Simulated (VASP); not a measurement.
All values below come from PBEsol GGA, VASP's PBE PAW potentials (set 64) (plane waves; VASP).

The input files of a VASP run:

**INCAR**
```
! general
SYSTEM  = Cu
PREC    = Accurate
ENCUT   = 400   ! plane-wave cut-off (eV)
LREAL   = .FALSE.   ! projection in real space or not
LASPH   = .TRUE.   ! aspherical one-centre terms

! electronic loop
EDIFF   = 1E-7
NELM    = 100   ! most electronic steps
ALGO    = Normal
LMAXMIX = 4   ! l cut-off of mixed one-centre charges

! smearing
ISMEAR  = -5

! functional
GGA     = PS   ! PBEsol

! ions
ISIF    = 2   ! forces and stress, cell fixed

! output
LWAVE   = .FALSE.
LCHARG  = .TRUE.
LORBIT  = 11   ! lm-projected
NEDOS   = 601
```

### POSCAR
```
Cu
1
   -1.4153912945     1.4153912945     1.4153912945
    1.4153912945    -1.4153912945     1.4153912945
    1.4153912945     1.4153912945    -1.4153912945
Cu
1
Direct
  0.0000000000   0.0000000000   0.0000000000
```

KPOINTS:
```
Automatic mesh
0
Gamma
20 20 20
0 0 0
```

POTCAR, in this order: Cu (PBE.64 set). Program: vasp_std.

**Question.** What will the output report for the number of irreducible k-points (NKPTS), number of bands (NBANDS), largest plane-wave count, number of space-group operations, FFT grid (NGX, NGY, NGZ)?

**Answer.** 
| Property | Value |
|---|---|
| number of irreducible k-points (NKPTS) | 256 |
| number of bands (NBANDS) | 9 |
| largest plane-wave count | 236 |
| number of space-group operations | 48 |
| FFT grid (NGX, NGY, NGZ) | 16 × 16 × 16 |

The structure was generated: Cu was put into the bcc type (Im-3m), which need not be its known phase. It was relaxed first.
